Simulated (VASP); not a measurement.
# CsCaBO3 (P2_13) in VASP: electric field gradients with PBE

Aim: the electric field gradients of CsCaBO3 with PBE.

All numbers are computed with VASP 6.6.1; they aren't measurements. Logs are shortened: lines on timing, memory, paths and dates and some standing lists are left out, and cuts for length are marked.

## 1. The structure

The structure is cubic, space group P2_13 (No. 198). The conventional cell has a = 7.572 Å, b = 7.572 Å, c = 7.572 Å, α = 90.00°, β = 90.00°, γ = 90.00°. Cs (site symmetry 3) is surrounded by 6 O at 3.15 to 3.22 Å and 1 B at 3.46 Å. Ca (site symmetry 3) is surrounded by 6 O at 2.34 to 2.35 Å. Around B (site symmetry 3) lie 3 O at 1.39 Å. O (site symmetry 1) has 1 B at 1.39 Å as nearest neighbours.

## 2. Electric field gradients, PBE

Input file INCAR:

```
SYSTEM = CsCaBO3
PREC = Accurate
ENCUT = 520
EDIFF = 1E-8
ISMEAR = -1
SIGMA = 0.02
LREAL = Auto
LASPH = .TRUE.
NELM = 100
ALGO = Fast
ISIF = 2
LWAVE = .FALSE.
LCHARG = .FALSE.
GGA = PE
LEFG = .TRUE.
NBANDS = 98
```

Input file KPOINTS:

```
Automatic mesh
0
G
  3 3 3
  0 0 0
```

Input file POSCAR:

```
CsCaBO3
1.0
    7.5720000000      0.0000000000      0.0000000000
    0.0000000000      7.5720000000      0.0000000000
    0.0000000000      0.0000000000      7.5720000000
Cs Ca B O
4 4 4 12
Direct
    0.6399300000      0.3600700000      0.8600700000
    0.8600700000      0.6399300000      0.3600700000
    0.1399300000      0.1399300000      0.1399300000
    0.3600700000      0.8600700000      0.6399300000
    0.8568200000      0.8568200000      0.8568200000
    0.6431800000      0.1431800000      0.3568200000
    0.3568200000      0.6431800000      0.1431800000
    0.1431800000      0.3568200000      0.6431800000
    0.0960000000      0.5960000000      0.9040000000
    0.4040000000      0.4040000000      0.4040000000
    0.5960000000      0.9040000000      0.0960000000
    0.9040000000      0.0960000000      0.5960000000
    0.0869000000      0.7337000000      0.0242000000
    0.4131000000      0.2663000000      0.5242000000
    0.5869000000      0.7663000000      0.9758000000
    0.9131000000      0.2337000000      0.4758000000
    0.0242000000      0.0869000000      0.7337000000
    0.5242000000      0.4131000000      0.2663000000
    0.9758000000      0.5869000000      0.7663000000
    0.4758000000      0.9131000000      0.2337000000
    0.7337000000      0.0242000000      0.0869000000
    0.2663000000      0.5242000000      0.4131000000
    0.7663000000      0.9758000000      0.5869000000
    0.2337000000      0.4758000000      0.9131000000
```

Potentials or basis: VASP PAW PBE potentials, release 64 (Cs_sv, Ca_sv, B, O).

The run is started by

```
cat potpaw_PBE.64/Cs_sv/POTCAR potpaw_PBE.64/Ca_sv/POTCAR potpaw_PBE.64/B/POTCAR potpaw_PBE.64/O/POTCAR > POTCAR
mpirun -np 1 vasp_std > vasp.out
```

OUTCAR:

```text
SYSTEM = CsCaBO3
   PREC = Accurate
   ENCUT = 520
   EDIFF = 1E-8
   ISMEAR = -1
   LREAL = Auto
   LASPH = .TRUE.
   NELM = 100
   ISIF = 2
   GGA = PE

 ion  position               nearest neighbor table
   1  0.640  0.360  0.860-
   2  0.860  0.640  0.360-
   3  0.140  0.140  0.140-
   4  0.360  0.860  0.640-
   5  0.857  0.857  0.857-  15 2.34  19 2.34  23 2.34  13 2.35  21 2.35  17 2.35
   6  0.643  0.143  0.357-  16 2.34  18 2.34  21 2.34  20 2.35  14 2.35  23 2.35
   7  0.357  0.643  0.143-  13 2.34  20 2.34  22 2.34  15 2.35  18 2.35  24 2.35
   8  0.143  0.357  0.643-  14 2.34  17 2.34  24 2.34  19 2.35  22 2.35  16 2.35
   9  0.096  0.596  0.904-  19 1.39  13 1.39  24 1.39
  10  0.404  0.404  0.404-  18 1.39  14 1.39  22 1.39
  11  0.596  0.904  0.096-  20 1.39  15 1.39  21 1.39
  12  0.904  0.096  0.596-  17 1.39  16 1.39  23 1.39
  13  0.087  0.734  0.024-   9 1.39   7 2.34   5 2.35
  14  0.413  0.266  0.524-  10 1.39   8 2.34   6 2.35
[... 8 lines left out ...]
  23  0.766  0.976  0.587-  12 1.39   5 2.34   6 2.35
  24  0.234  0.476  0.913-   9 1.39   8 2.34   7 2.35

  LATTYP: Found a simple cubic cell.
 ALAT       =     7.5720000000

  Lattice vectors:

 A1 = (   7.5720000000,   0.0000000000,   0.0000000000)
 A2 = (   0.0000000000,   7.5720000000,   0.0000000000)
 A3 = (   0.0000000000,   0.0000000000,   7.5720000000)

Analysis of symmetry for initial positions (statically):
=====================================================================
 Subroutine PRICEL returns:
 Original cell was already a primitive cell.

 Routine SETGRP: Setting up the symmetry group for a
 simple cubic supercell.

 Subroutine GETGRP returns: Found 12 space group operations
 (whereof  3 operations were pure point group operations)
 out of a pool of 48 trial point group operations.

The static configuration has the point symmetry C_3 .
 The point group associated with its full space group is T   .

Analysis of symmetry for dynamics (positions and initial velocities):
=====================================================================
 Subroutine PRICEL returns:
 Original cell was already a primitive cell.

 Routine SETGRP: Setting up the symmetry group for a
 simple cubic supercell.

 Subroutine GETGRP returns: Found 12 space group operations
 (whereof  3 operations were pure point group operations)
 out of a pool of 48 trial point group operations.

The dynamic configuration has the point symmetry C_3 .
 The point group associated with its full space group is T   .

 Subroutine INISYM returns: Found 12 space group operations
 (whereof  3 operations are pure point group operations),
 and found     1 'primitive' translations

----------------------------------------------------------------------------------------

                                     Primitive cell

  volume of cell :     434.1420

  direct lattice vectors                    reciprocal lattice vectors
     7.572000000  0.000000000  0.000000000     0.132065504  0.000000000  0.000000000
     0.000000000  7.572000000  0.000000000     0.000000000  0.132065504  0.000000000
     0.000000000  0.000000000  7.572000000     0.000000000  0.000000000  0.132065504

  length of vectors
     7.572000000  7.572000000  7.572000000     0.132065504  0.132065504  0.132065504

  position of ions in fractional coordinates (direct lattice)
     0.639930000  0.360070000  0.860070000
     0.860070000  0.639930000  0.360070000
     0.139930000  0.139930000  0.139930000
     0.360070000  0.860070000  0.639930000
     0.856820000  0.856820000  0.856820000
     0.643180000  0.143180000  0.356820000
[... 16 lines left out ...]
     0.766300000  0.975800000  0.586900000
[... 79 lines left out ...]
   EDIFF  = 0.1E-07   stopping-criterion for ELM
   LREAL  =      T    real-space projection
   EDIFFG = 0.1E-06   stopping-criterion for IOM
   NSW    =      0    number of steps for IOM
   IBRION =     -1    ionic relax: 0-MD 1-quasi-New 2-CG
   NFREE  =      0    steps in history (QN), initial steepest desc. (CG)
   ISIF   =      2    stress and relaxation
   ISYM   =      2    0-nonsym 1-usesym 2-fastsym
   POTIM  = 0.5000    time-step for ionic-motion
   TEBEG  =    0.0;   TEEND  =   0.0 temperature during run
   PSTRESS=    0.0 pullay stress
   NELECT =     160.0000    total number of electrons
   NUPDOWN=      -1.0000    fix difference up-down
   EMIN   =  10.00;   EMAX   =-10.00  energy-range for DOS
   EFERMI =   0.00;   METHOD = LEGACY
   ISMEAR =    -1;   SIGMA  =   0.02  broadening in eV -4-tet -1-fermi 0-gaus
   EFERMI_NEDOS =   21; number of points for ismear=-14 and -15
   IALGO  =     68    algorithm
   IMIX   =      4    mixing-type and parameters
     AMIX     =   0.40;   BMIX     =  1.00
     AMIX_MAG =   1.60;   BMIX_MAG =  1.00
  volume/ion in A,a.u.               =      18.09       122.07
  Fermi-wavevector in a.u.,A,eV,Ry     =   1.173737  2.218042 18.744190  1.377659
  Thomas-Fermi vector in A             =   2.310146
   LORBIT       =      0    0 simple, 1 ext, 2 COOP (PROOUT), +10 PAW based schemes
   GGA     = PE    functional components
   LHFCALC =     F    Hartree Fock is set to
   AEXX    =    0.0000 exact exchange contribution
   IVDW    =     0    specifies the selected vdW correction
   LEPSILON=     F    determine dielectric tensor
   LRPA    =     F    only Hartree local field effects (RPA)
 non-spin polarized calculation
 RMM-DIIS sequential band-by-band and
  energy-cutoff  :      520.00
  volume of cell :      434.14
 maximum number of plane-waves:     11753
   NGX = 29   NGY = 29   NGZ = 29

 number of electron     159.9999996 magnetization

 Free energy of the ion-electron system (eV)
  ---------------------------------------------------
  ext. energy  EPLUGINS =         0.00000000
  ---------------------------------------------------
  free energy    TOTEN  =      -159.24483829 eV

  energy without entropy =     -159.24483829  energy(sigma->0) =     -159.24483829

 E-fermi :   1.0318     XC(G=0):  -8.7624

 val. band max:        0.5208507080   @ k =   0.0000   0.0000   0.0000
 cond. band min:       4.5243098611   @ k =   0.0000   0.0000   0.0000
 fundamental gap:      4.0034591531
 Fermi energy:         1.0317652416

 k-point     1 :       0.0000    0.0000    0.0000
  band No.  band energies     occupation
      1     -36.7746      2.00000
      2     -36.7706      2.00000
      3     -36.7706      2.00000
      4     -36.7706      2.00000
      5     -19.4421      2.00000
      6     -19.3826      2.00000
[... 369 lines left out ...]
     91       7.1749      0.00000
     92       7.2030      0.00000
 [bands above 92 left out]

------------------------ aborting loop because EDIFF is reached ----------------------------------------

  FORCE on cell =-STRESS in cart. coord.  units (eV):
  Direction    XX          YY          ZZ          XY          YZ          ZX
  --------------------------------------------------------------------------------------
  -------------------------------------------------------------------------------------
  Total        6.7618306      6.7618306      6.7618306     -0.0000000     -0.0000000     -0.0000000
  in kB       24.9541657     24.9541657     24.9541657     -0.0000000     -0.0000000     -0.0000000
  external PRESSURE =      24.9541657 kB  Pullay stress =       0.0000000 kB

 VOLUME and BASIS-vectors are now :
 -----------------------------------------------------------------------------
  energy-cutoff  :      520.00
  volume of cell :      434.14
      direct lattice vectors                 reciprocal lattice vectors
     7.572000000  0.000000000  0.000000000     0.132065504  0.000000000  0.000000000
     0.000000000  7.572000000  0.000000000     0.000000000  0.132065504  0.000000000
     0.000000000  0.000000000  7.572000000     0.000000000  0.000000000  0.132065504

 POSITION                                       TOTAL-FORCE (eV/Angst)
 -----------------------------------------------------------------------------------
      4.84555      2.72645      6.51245         0.008292     -0.008292     -0.008292
      6.51245      4.84555      2.72645        -0.008292      0.008292     -0.008292
      1.05955      1.05955      1.05955         0.008292      0.008292      0.008292
      2.72645      6.51245      4.84555        -0.008292     -0.008292      0.008292
      6.48784      6.48784      6.48784        -0.012414     -0.012414     -0.012414
      4.87016      1.08416      2.70184         0.012414      0.012414     -0.012414
[... 16 lines left out ...]
      5.80242      7.38876      4.44401        -0.299215     -0.409546     -0.087470
      1.76958      3.60276      6.91399         0.299215     -0.409546      0.087470
 -----------------------------------------------------------------------------------
    total drift:                                0.000001      0.000001      0.000000

  FREE ENERGIE OF THE ION-ELECTRON SYSTEM (eV)
  ---------------------------------------------------
  free  energy   TOTEN  =      -159.2448382885 eV

  energy  without entropy=     -159.2448382885  energy(sigma->0) =     -159.24483829

 Electric field gradients (V/A^2)
---------------------------------------------------------------------
 ion       V_xx      V_yy      V_zz      V_xy      V_xz      V_yz
---------------------------------------------------------------------
   1       0.000     0.000    -0.000     6.136     6.136    -6.136
   2       0.000     0.000    -0.000     6.136    -6.136     6.136
   3       0.000     0.000    -0.000    -6.136    -6.136    -6.136
   4       0.000     0.000    -0.000    -6.136     6.136     6.136
   5       0.000    -0.000    -0.000    10.096    10.096    10.096
   6       0.000    -0.000    -0.000    10.096   -10.096   -10.096
[... 16 lines left out ...]
  23      22.921     9.691   -32.612    25.616   -18.814    24.309
  24      22.921     9.691   -32.612   -25.616   -18.814   -24.309
---------------------------------------------------------------------

 Electric field gradients after diagonalization (V/A^2)
 (convention: |V_zz| > |V_xx| > |V_yy|)
----------------------------------------------------------------------
 ion       V_xx      V_yy      V_zz     asymmetry (V_yy - V_xx)/ V_zz
----------------------------------------------------------------------
   1       6.136     6.136   -12.272       0.000
   2       6.136     6.136   -12.272       0.000
   3       6.136     6.136   -12.272       0.000
   4       6.136     6.136   -12.272       0.000
   5     -10.096   -10.096    20.191       0.000
   6     -10.096   -10.096    20.191       0.000
[... 16 lines left out ...]
  23      42.762    11.346   -54.108       0.581
  24      42.762    11.346   -54.108       0.581
----------------------------------------------------------------------

           NMR quadrupolar parameters

 Cq : quadrupolar parameter    Cq=e*Q*V_zz/h
 eta: asymmetry parameters     (V_yy - V_xx)/ V_zz
 Q  : nuclear electric quadrupole moment in mb (millibarn)
----------------------------------------------------------------------
 ion       Cq(MHz)       eta       Q (mb)
----------------------------------------------------------------------
   1      -0.030       0.000       1.000
   2      -0.030       0.000       1.000
   3      -0.030       0.000       1.000
   4      -0.030       0.000       1.000
   5       0.049       0.000       1.000
   6       0.049       0.000       1.000
[... 16 lines left out ...]
  23      -0.131       0.581       1.000
  24      -0.131       0.581       1.000
----------------------------------------------------------------------
```

Run time: 12 min. Hardware: 1 thread of Intel Xeon Platinum 8488C (Sapphire Rapids), shared host; peak memory 0.49 GiB.

Results:

* Free energy: -159.2448 eV
* Pressure: 2.5 GPa
* Largest force: 0.515 eV/Å
* Band gap on the k mesh: 4.00 eV, direct

Forces in eV/Å, atoms in the order of the input:
```
Cs   0.008 -0.008 -0.008
Cs  -0.008  0.008 -0.008
Cs   0.008  0.008  0.008
Cs  -0.008 -0.008  0.008
Ca  -0.012 -0.012 -0.012
Ca   0.012  0.012 -0.012
Ca  -0.012  0.012  0.012
Ca   0.012 -0.012  0.012
B    0.131  0.131 -0.131
B   -0.131 -0.131 -0.131
B    0.131 -0.131  0.131
B   -0.131  0.131  0.131
O   -0.087  0.299  0.410
O    0.087 -0.299  0.410
O   -0.087 -0.299 -0.410
O    0.087  0.299 -0.410
O    0.410 -0.087  0.299
O    0.410  0.087 -0.299
O   -0.410 -0.087 -0.299
O   -0.410  0.087  0.299
O    0.299  0.410 -0.087
O   -0.299  0.410  0.087
O   -0.299 -0.410 -0.087
O    0.299 -0.410  0.087
```

Electric field gradients, principal values (V/Å²):
| atom | Vxx | Vyy | Vzz |
| --- | --- | --- | --- |
| 1 Cs | 6.136 | 6.136 | -12.272 |
| 2 Cs | 6.136 | 6.136 | -12.272 |
| 3 Cs | 6.136 | 6.136 | -12.272 |
| 4 Cs | 6.136 | 6.136 | -12.272 |
| 5 Ca | -10.096 | -10.096 | 20.191 |
| 6 Ca | -10.096 | -10.096 | 20.191 |
| 7 Ca | -10.096 | -10.096 | 20.191 |
| 8 Ca | -10.096 | -10.096 | 20.191 |
| 9 B | -15.573 | -15.573 | 31.146 |
| 10 B | -15.573 | -15.573 | 31.146 |
| 11 B | -15.573 | -15.573 | 31.146 |
| 12 B | -15.573 | -15.573 | 31.146 |
| 13 O | 11.346 | 42.762 | -54.108 |
| 14 O | 11.346 | 42.762 | -54.108 |
| 15 O | 11.346 | 42.762 | -54.108 |
| 16 O | 11.346 | 42.762 | -54.108 |
| 17 O | 11.346 | 42.762 | -54.108 |
| 18 O | 11.346 | 42.762 | -54.108 |
| 19 O | 11.346 | 42.762 | -54.108 |
| 20 O | 11.346 | 42.762 | -54.108 |
| 21 O | 11.346 | 42.762 | -54.108 |
| 22 O | 11.346 | 42.762 | -54.108 |
| 23 O | 11.346 | 42.762 | -54.108 |
| 24 O | 11.346 | 42.762 | -54.108 |

Caveat: spin-orbit coupling is left out, which moves the levels of the heavy elements.
